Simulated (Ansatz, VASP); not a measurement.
# AlGaN2 in two plane-wave programs

Aim: how closely do two programs agree when they are given the same cell, functional and k mesh? The cell is taken from a series of runs on this material, whose earlier steps may have relaxed, scaled, displaced or heated it; both programs get it as it stands.

Main program and level: Ansatz 0.2.0; plane waves, with VASP 6.6.1 beside it; relaxation of cell and atoms at LDA.

**1. Set-up**

Symmetry: P-4m2, No. 115, tetragonal system. Conventional cell: a = 3.116 Å, b = 3.116 Å, c = 4.383 Å, α = 90.00°, β = 90.00°, γ = 90.00°. Nearest to Al lie 4 N at 1.88 Å. Nearest to Ga lie 4 N at 1.93 Å. Nearest to N lie 2 Al at 1.88 Å and 2 Ga at 1.93 Å. Farther neighbours and most contacts between anions are not listed.

**2. Ansatz: relaxation of cell and atoms, LDA**

Ansatz runs on its default PAW (the set named soft_2) files.

The relaxed volume is the usual yardstick between codes: in a stiff, nearly cubic crystal its relative difference is about their pressure difference at one cell divided by the bulk modulus.

input.yaml

```yaml
crystal:
  lattice:
    - [3.1155347841, 0.0, 0.0]
    - [0.0, 3.1155347841, 0.0]
    - [0.0, 0.0, 4.3834284383]
  atoms:
    - { symbol: Al, position: [0.5, 0.5, 0.5] }
    - { symbol: Ga, position: [0.0, 0.0, 0.0] }
    - { symbol: "N", position: [0.5, 0.0, 0.7400405234] }
    - { symbol: "N", position: [0.0, 0.5, 0.2599594766] }
kpoints:
  mp_grid: { grid: [8, 8, 8] }
hamiltonian:
  xc: lda
scf:
  occupations: { method: fixed }
output:
  forces: true
  stress: true
  eigenvalues: true
relax:
  adjacent_minimum: "off"
  f_tol: 0.001
  max_steps: 60
  cell: { stress_tol: 0.01 }
```

The run is started by

```
ansatz run input.yaml --threads 2 --pin off --max-ram 5120MiB --backend cpu --events-out ev --progress --plain --runs-dir out
```

Numbers of over 12 decimals in the logs are rounded to 6 here.

Output:

```text
Engine: ansatz 0.2.0, x86_64-unknown-linux-gnu
Pseudopotentials: kind: paw
Pseudopotential: Al, paw, valence charge 3, recommended cutoff 420 eV (normal), Al.paw.azcp
Pseudopotential: Ga, paw, valence charge 13, recommended cutoff 420 eV (normal), Ga.paw.azcp
Pseudopotential: N, paw, valence charge 5, recommended cutoff 420 eV (normal), N.paw.azcp
Functional definition: SPW92
  exchange = slater_x
  correlation = pw_c
Crystal: 4 atoms, lattice volume = 42.548 Å³
Basis set: ecut = 420 eV, 847 PW (Γ)
Bands: 17, of which v1, the nominal top of the filled ones, is band 13 counted from 1 (12 counted from 0)
Symmetry: 8 space group operations
Space group: P-4m2 (ITA 115), of the structure as read, at distance tolerance 3.5e-5 Å
k-points: 75 of 512 (time reversal used)
Non-local potential: Al, projectors of the file, l = 0: 2, l = 1: 2, l = 2: 1
Non-local potential: Ga, projectors of the file, l = 0: 2, l = 1: 2, l = 2: 3, l = 3: 1
Non-local potential: N, projectors of the file, l = 0: 2, l = 1: 2, l = 2: 1
PAW form: soft (Blöchl's): semilocal exchange-correlation on the pseudo side does not see the compensation charge
PAW frozen core: Al, regenerated for the run's functional, and the local potential with it (the file was generated under x = pbe(κ = 0.804, μ = 0.219515), c = pbe(β = 0.066725))
PAW frozen core: Ga, regenerated for the run's functional, and the local potential with it (the file was generated under x = pbe(κ = 0.804, μ = 0.219515), c = pbe(β = 0.066725))
PAW frozen core: N, regenerated for the run's functional, and the local potential with it (the file was generated under x = pbe(κ = 0.804, μ = 0.219515), c = pbe(β = 0.066725))
PAW one-centre angular grid: Al, 110 points (default); XC on 64 Gauss nodes
PAW one-centre angular grid: Ga, 590 points (default); XC on 64 Gauss nodes
PAW one-centre angular grid: N, 110 points (default); XC on 64 Gauss nodes
Initial density: superposition of atomic densities (neutral atoms: chi_scale 0, normalization atom), corrected by the library's trained network
Initial wavefunctions: pseudopotential atomic-orbital guess
Functional: x = slater, c = lda
SCF iter   1: F=—  HF=-4971.908150 eV  |F-HF|=—  |Δ(HF+E_count)|=         —  Δρ=1.13e-2  dr2=5.39e-2  ethr=1.77e-3  ⟨swp⟩=4.9  Hψ=5556  notcnv=0  defer=118
preconditioner: auto → none  [insulator: Δε(μ)=2.968 eV  Ē_g=15.725 eV  n_scr=14 (ndim 8)  ℏωp=29.0 eV  f_vac=0.000  ε∞_Penn≈4.4]
SCF iter   2: F=—  HF=-4971.894652 eV  |F-HF|=—  |Δ(HF+E_count)|=   1.35e-2  Δρ=5.60e-3  dr2=8.47e-3  ethr=2.07e-4  ⟨swp⟩=2.3  Hψ=2491  notcnv=0  defer=150
SCF iter   3: F=—  HF=-4971.891981 eV  |F-HF|=—  |Δ(HF+E_count)|=   2.67e-3  Δρ=1.61e-3  dr2=4.45e-4  ethr=3.26e-5  ⟨swp⟩=2.0  Hψ=1881  notcnv=0  defer=150
SCF iter   4: F=—  HF=-4971.891806 eV  |F-HF|=—  |Δ(HF+E_count)|=   1.76e-4  Δρ=4.84e-4  dr2=3.72e-5  ethr=1.71e-6  ⟨swp⟩=2.3  Hψ=2239  notcnv=0  defer=150
SCF iter   5: F=—  HF=-4971.891782 eV  |F-HF|=—  |Δ(HF+E_count)|=   2.32e-5  Δρ=4.43e-5  dr2=4.59e-7  ethr=1.43e-7  ⟨swp⟩=2.1  Hψ=2187  notcnv=0  defer=2
SCF iter   6: F=-4971.891782 eV  HF=-4971.891782 eV  |F-HF|=1.06e-8  |Δ(HF+E_count)|=   8.33e-8  Δρ=1.38e-5  dr2=5.52e-8  ethr=3.85e-10  ⟨swp⟩=6.0  Hψ=6710  notcnv=0
SCF 1 converged in 6 iterations: F = -4971.891782 eV  dr2 = 5.52e-8
  greatest PAW one-centre occupation: 0.996 electrons in one spin orbital (limit 2), on the Ga atom at site 1 (counted from 0), in its partial waves of l = 2
relax step   1: F+E_penalty+E_count = -4971.89178223 eV  Δ(F+E_penalty+E_count) = +0.000e0 eV  max|allowed force component| = 1.244e-4 eV/Å  Δτ_max = 0.0000 Å  P = +0.004 GPa  Ω = 42.548 Å³  (6 SCF iters, dr2 threshold 1.00e-7 eV, accepted)
[...]
relax step   2: F+E_penalty+E_count = -4971.89178123 eV  Δ(F+E_penalty+E_count) = +9.989e-7 eV  max|allowed force component| = 3.656e-4 eV/Å  Δτ_max = 0.0000 Å  P = +0.001 GPa  Ω = 42.548 Å³  energy of the carried Pulay correction = -1.689e-6 eV  (4 SCF iters, dr2 threshold 1.72e-9 eV, accepted)
[...]
relax step   3: F+E_penalty+E_count = -4971.89176605 eV  Δ(F+E_penalty+E_count) = +1.518e-5 eV  max|allowed force component| = 3.672e-4 eV/Å  Δτ_max = 0.0000 Å  P = +0.002 GPa  Ω = 42.548 Å³  stress off target by 9.80e-3 GPa  SCF on the basis re-selected at this cell (its energy is not comparable with the rows above)  (4 SCF iters)
basis re-selected at this cell: Δ(F+E_penalty+E_count) = +1.518e-5 eV, ΔP = +0.000 GPa vs the last step (what re-selecting the basis moved, of the pressure what is left beyond the Pulay correction that the steps carried, after the strain that the cell walked since its last selection, with what the two solves' SCF thresholds leave and, on support functions, any second-order correction that the steps lacked; it is no m [...]
SCF converged after 4 iterations
Free energy (F): -4971.891766 eV
Harris-Foulkes:  -4971.891766 eV  (|F-HF|=1.82e-12)
Internal energy: -4971.891766 eV  (E = F + TS)
E sigma→0 (E₀):  -4971.891766 eV
Fermi energy:    8.417896 eV
--- Per-component energies (eV) ---
  E_band       = 0.172985
  E_kinetic    = 407.519140
  E_local      = -2454.739148  (includes V_loc(G=0)·N_el)
  E_nonlocal   = 535.389177
  E_hartree    = 1110.032997
  E_xc         = -228.988854
  E_vxc        = -242.493859  (∫ρ·V_xc dr)
  E_paw        = -2597.132716  (= ΣΔE_a)
  E_vpaw       = -465.568404  (= ΣTr[D̂ρ^β])
  E_aug_tail   = 0.000062  (compensation charges beyond the density's cutoff)
  E_ewald      = -1745.916709
  E_core_change = 1.944285  (= ΣΔE_core)
  E_smearing   = -0.000000  (= −TS)
  E_closure    = 0.000000  (closes the sum)
  Σ components = -4971.891766   (vs F -4971.891766, Δ=0.00e0)
--- Forces (eV/Å), atoms counted from 1 ---
  atom   1  Al    -0.00000000     0.00000000     0.00000000
  atom   2  Ga     0.00000000     0.00000000    -0.00000000
  atom   3  N      0.00000000    -0.00000000     0.00036724
  atom   4  N      0.00000000    -0.00000000    -0.00036724
  max |Σ_I F_I| component: 5.55e-17 eV/Å
--- Stress (GPa, compression-positive) ---
       -0.002587      -0.000000      -0.000000
       -0.000000      -0.002587       0.000000
       -0.000000       0.000000       0.009799
  P = ⅓ Tr σ = 0.0015 GPa (0.015 kbar)
--- Band table (eV; the first three rows and the last of 75) ---
  k-point 0: bands = [... 9 lower, 6.0132, 8.1948, 8.4179, 8.4179, 11.4731, 11.9228, 15.9992, 19.7164]
  k-point 1: bands = [... 9 lower, 6.0847, 7.8551, 8.3112, 8.3112, 11.7476, 12.2196, 16.0869, 19.4543]
  k-point 2: bands = [... 9 lower, 6.2883, 7.1189, 8.0236, 8.0236, 12.3873, 12.9340, 16.3206, 18.6386]
  k-point 74: bands = [... 9 lower, 4.3025, 5.0708, 5.0755, 5.0755, 14.5859, 14.5859, 17.4379, 19.3171]
--- Relaxed structure (2 steps of the walk, 2 accepted, 1 SCFs on fresh bases) ---
  F+E_penalty+E_count = -4971.89176605 eV   max|allowed force component| = 3.672e-4 eV/Å   (the final SCF, on the basis selected at the relaxed cell)
  cell:  # Å, volume = 42.5485 Å³
    - [3.115373, 0, 0]
    - [0, 3.115373, 0]
    - [0, 0, 4.383929]
  atoms:
    - { symbol: Al, position: [0.500000, 0.500000, 0.5] }
    - { symbol: Ga, position: [0, 0, 0] }
    - { symbol: N, position: [0.500000, 0, 0.740042] }
    - { symbol: N, position: [0, 0.500000, 0.259958] }
```

**3. VASP: relaxation of cell and atoms, LDA**

The same cell, functional (in two slightly different forms) and mesh now go to VASP, with its own data sets.

Lines of VASP's logs that name or quote its potential files are left out, and so is its time.

INCAR

```
SYSTEM = AlGaN2
PREC = Accurate
ENCUT = 600
EDIFF = 1E-07
NELM = 120
ISMEAR = 0
SIGMA = 0.01
LREAL = .FALSE.
ALGO = Normal
GGA = PW92
NBANDS = 19
LORBIT = 11
LWAVE = .FALSE.
LCHARG = .FALSE.
ISIF = 3
IBRION = 2
NSW = 80
EDIFFG = -0.005
LASPH = .TRUE.
GGA_COMPAT = .FALSE.
NELMIN = 4
EFERMI = MIDGAP
```

POSCAR

```
AlGaN2
1.0
    3.1155350000      0.0000000000      0.0000000000
    0.0000000000      3.1155350000      0.0000000000
    0.0000000000      0.0000000000      4.3834280000
Al Ga N
1 1 2
Direct
    0.4999998395      0.4999998395      0.5000000000
    0.9999998395      0.9999998395      0.0000000000
    0.4999998395      0.9999998395      0.7400405573
    0.9999998395      0.4999998395      0.2599594427
```

KPOINTS

```
Automatic mesh
0
Gamma
8 8 8
0 0 0
```

Potentials, in the order of the species: Al, Ga_d and N (LDA family, release 64).

The run is started by

```
mpirun -np 1 vasp_std
```

Output:

```text
[banner, memory and clock lines left out]
running    1 mpi-ranks, on    1 nodes
 distrk:  each k-point on    1 cores,    1 groups
 distr:  one band on    1 cores,    1 groups

 POSCAR found type information on POSCAR AlGaN
 POSCAR found :  3 types and       4 ions
|                                                                             |
|               ----> ADVICE to this user running VASP <----                  |
|                                                                             |
|     You enforced a specific xc type in the INCAR file but a different       |
|     [... a line on the potential file left out ...]
|     I HOPE YOU KNOW WHAT YOU ARE DOING!                                     |
|                                                                             |

 LDA part: xc-table for (Slater(with rela. corr.)+PW92), standard interpolation
 POSCAR, INCAR and KPOINTS ok, starting setup
 FFT: planning ... GRIDC
 FFT: planning ... GRID_SOFT
 FFT: planning ... GRID
 WAVECAR not read
 entering main loop
       N       E                     dE             d eps       ncg     rms          rms(c)
DAV:   1     0.188590524568E+03    0.18859E+03   -0.14488E+04  3040   0.224E+03
DAV:   2    -0.135610269070E+02   -0.20215E+03   -0.19152E+03  3200   0.450E+02
DAV:   3    -0.345389179111E+02   -0.20978E+02   -0.20717E+02  3175   0.120E+02
DAV:   4    -0.351278671541E+02   -0.58895E+00   -0.58778E+00  3988   0.201E+01
DAV:   5    -0.351344406522E+02   -0.65735E-02   -0.65711E-02  3423   0.211E+00    0.117E+01
DAV:   6    -0.304023768352E+02    0.47321E+01   -0.17470E+01  4488   0.591E+01    0.394E+00
DAV:   7    -0.303970751147E+02    0.53017E-02   -0.11196E+00  3177   0.875E+00    0.265E+00
DAV:   8    -0.303474580536E+02    0.49617E-01   -0.22086E-01  3831   0.523E+00    0.929E-01
DAV:   9    -0.303341735738E+02    0.13284E-01   -0.48605E-02  4172   0.353E+00    0.343E-01
DAV:  10    -0.303343420044E+02   -0.16843E-03   -0.64642E-03  3399   0.629E-01    0.968E-02
DAV:  11    -0.303343348361E+02    0.71683E-05   -0.26837E-04  3957   0.175E-01    0.325E-02
DAV:  12    -0.303343254070E+02    0.94291E-05   -0.43673E-05  4176   0.109E-01    0.129E-02
DAV:  13    -0.303343256841E+02   -0.27710E-06   -0.48958E-06  3563   0.206E-02    0.356E-03
DAV:  14    -0.303343256933E+02   -0.91941E-08   -0.38196E-07  2937   0.519E-03
   1 F= -.30334326E+02 E0= -.30334326E+02  d E =-.303343E+02
[...]
2 F= -.30334363E+02 E0= -.30334363E+02  d E =-.372536E-04
[...]
3 F= -.30334556E+02 E0= -.30334556E+02  d E =-.230035E-03
[...]
4 F= -.30334556E+02 E0= -.30334556E+02  d E =-.229997E-03
 curvature:  -0.26 expect dE=-0.228E-05 dE for cont linesearch -0.193E-06
 ZBRENT: accuracy reached
 trial: gam=-0.01915 g(F)=  0.824E-05 g(S)=  0.571E-06 ort = 0.256E-04 (trialstep = 0.903E+00)
 search vector abs. value=  0.816E-05
 bond charge predicted
       N       E                     dE             d eps       ncg     rms          rms(c)
DAV:   1    -0.303345609593E+02   -0.52539E-05   -0.11926E-03  2868   0.272E-01    0.983E-03
DAV:   2    -0.303345598459E+02    0.11134E-05   -0.18399E-05  3963   0.713E-02    0.495E-03
DAV:   3    -0.303345593268E+02    0.51914E-06   -0.16045E-06  4837   0.277E-02    0.161E-03
DAV:   4    -0.303345593070E+02    0.19715E-07   -0.44910E-07  2783   0.587E-03
   5 F= -.30334559E+02 E0= -.30334559E+02  d E =-.361641E-05
 trial-energy change:   -0.000004  1 .order   -0.000003   -0.000008    0.000001
 step:   0.8260(harm=  0.8260)  dis= 0.00035  next Energy=   -30.334559 (dE=-0.344E-05)
 reached required accuracy - stopping structural energy minimisation
```

OUTCAR, selected parts (step 3):

```text
ion  position               nearest neighbor table
   1  0.500  0.500  0.500-   3 1.88   4 1.88   3 1.88   4 1.88   2 3.11   2 3.11   2 3.11   2 3.11
                             2 3.11   2 3.11   2 3.11   2 3.11
   2  1.000  1.000  0.000-   3 1.93   4 1.93   4 1.93   3 1.93   1 3.11   1 3.11   1 3.11   1 3.11
                             1 3.11   1 3.11   1 3.11   1 3.11
   3  0.500  1.000  0.740-   1 1.88   1 1.88   2 1.93   2 1.93
   4  1.000  0.500  0.260-   1 1.88   1 1.88   2 1.93   2 1.93

  LATTYP: Found a simple tetragonal cell.
 ALAT       =     3.1155350000
 C/A-ratio  =     1.4069583555

 Subroutine GETGRP returns: Found  8 space group operations
 (whereof  8 operations were pure point group operations)

The static configuration has the point symmetry D_2d.

 Found     75 irreducible k-points:

   k-points           NKPTS =     75   k-points in BZ     NKDIM =     75   number of bands    NBANDS=     19

   dimension x,y,z NGX =    28 NGY =   28 NGZ =   36
   dimension x,y,z NGXF=    56 NGYF=   56 NGZF=   72

   ENCUT  =  600.0 eV  44.10 Ry    6.64 a.u.   6.22  6.22  8.75*2*pi/ulx,y,z

   NELECT =      26.0000    total number of electrons

 k-points in reciprocal lattice and weights: Automatic mesh
   0.00000000  0.00000000  0.00000000       0.002
   0.12500000  0.00000000  0.00000000       0.008
   0.25000000  0.00000000  0.00000000       0.008
   0.37500000  0.00000000  0.00000000       0.008
   0.50000000  0.00000000  0.00000000       0.004
   0.12500000  0.12500000  0.00000000       0.008
   0.25000000  0.12500000  0.00000000       0.016
   0.37500000  0.12500000  0.00000000       0.016
   0.50000000  0.12500000  0.00000000       0.008
[...]
0.50000000  0.37500000  0.50000000       0.008
   0.50000000  0.50000000  0.50000000       0.002

 average (electrostatic) potential at core
       1 -70.3232       2 -63.8407       3 -60.7078       4 -60.7078

 E-fermi :   7.1540

 k-point     1 :       0.0000    0.0000    0.0000
  band No.  band energies     occupation
    ...
      9       3.2290      2.00000
     10       3.2290      2.00000
     11       5.4040      2.00000
     12       5.6298      2.00000
     13       5.6298      2.00000
     14       8.6782      0.00000
     15       9.1266      0.00000
     16      13.2004      0.00000
     17      16.8949      0.00000
     18      16.8949      0.00000
    ...

 k-point     2 :       0.1250    0.0000    0.0000
  band No.  band energies     occupation
    ...
      9       2.5344      2.00000
     10       3.3568      2.00000
     11       4.7363      2.00000
     12       5.2676      2.00000
     13       5.5999      2.00000
     14       9.3624      0.00000
     15       9.7246      0.00000
     16      13.6861      0.00000
     17      16.5246      0.00000
     18      17.0427      0.00000
    ...

 k-point     3 :       0.2500    0.0000    0.0000
  band No.  band energies     occupation
    ...
      9       1.4813      2.00000
     10       3.2249      2.00000
     11       3.7122      2.00000
     12       4.6756      2.00000
     13       5.4825      2.00000
     14      10.4226      0.00000
     15      10.9685      0.00000
     16      14.3618      0.00000
     17      16.1495      0.00000
     18      16.8532      0.00000
    ...

  Total        0.0030753      0.0030753      0.0078084      0.0000000      0.0000000      0.0000000
  in kB        0.1154945      0.1154945      0.2932465      0.0000000      0.0000000      0.0000000
  external PRESSURE =       0.1747452 kB  Pullay stress =       0.0000000 kB

  energy-cutoff  :      600.00
  volume of cell :       42.66
      direct lattice vectors                 reciprocal lattice vectors
     3.118135127  0.000000000  0.000000000     0.320704511  0.000000000  0.000000000
     0.000000000  3.118135127  0.000000000     0.000000000  0.320704511  0.000000000
     0.000000000  0.000000000  4.387820154    -0.000000000  0.000000000  0.227903598

 POSITION                                       TOTAL-FORCE (eV/Angst)
 -----------------------------------------------------------------------------------
      1.55907      1.55907      2.19391         0.000000      0.000000      0.000000
      3.11813      3.11813      0.00000        -0.000000      0.000000      0.000000
      1.55907      3.11813      3.24610         0.000000      0.000000      0.000722
      3.11813      1.55907      1.14172         0.000000      0.000000     -0.000722
 -----------------------------------------------------------------------------------
    total drift:                                0.000736      0.000736     -0.000000

  FREE ENERGIE OF THE ION-ELECTRON SYSTEM (eV)
  ---------------------------------------------------
  free  energy   TOTEN  =       -30.3345593070 eV

  energy  without entropy=      -30.3345593070  energy(sigma->0) =      -30.33455931

 reached required accuracy - stopping structural energy minimisation

 total charge
# of ion       s       p       d       tot
------------------------------------------
    1        0.382   0.462   0.000   0.844
    2        0.801   0.954  10.197  11.952
    3        1.208   2.564   0.000   3.772
    4        1.208   2.564   0.000   3.772
--------------------------------------------------
tot          3.598   6.545  10.197  20.340

[... 3 further parts left out ...]
```

**4. Differences**

Known differences besides the potentials themselves: fixed occupations in Ansatz, narrow Gaussian smearing in VASP; the cutoff is 420 eV in Ansatz and 600 eV in VASP; VASP's log shows a relativistic correction to its local exchange, Ansatz's none; Ansatz adds a Pulay correction to the stress that steers its cell, VASP none. Total energies have different zeros and are not compared.

Both answers:

```
                                         quantity  Ansatz   VASP  difference
                                      volume (Å³)   42.55  42.66     -0.27 %
edge a after relaxation, in the typed setting (Å)   3.115  3.118     -0.09 %
edge c after relaxation, in the typed setting (Å)   4.384  4.388     -0.09 %
```

**5. Outcome**

```yaml
difference_in_volume_relaxation_of_cell_and_atoms_lda: -0.27 %
```

The difference in volume is -0.27 % (relaxation of cell and atoms, LDA), within the 1.2 % picked in this series as the mark of a large difference, as far as the stopping tolerances let one tell. 1 further run of this series is not shown here. How closely two codes agree says nothing of how well the functional describes the real material.

[Lines on the potential files, build, host, timing and source positions are cut from VASP's logs without a mark.]

[Logs are printed without paths, hosts, clocks, repeated set-up lines and the standing remarks that a program may print on its own settings, such as how far it seeks lower states.]

[Hosts, paths, dates, database ids (printed as entryN), source tags and the programs' standing remarks are cut or masked in the printed files.]
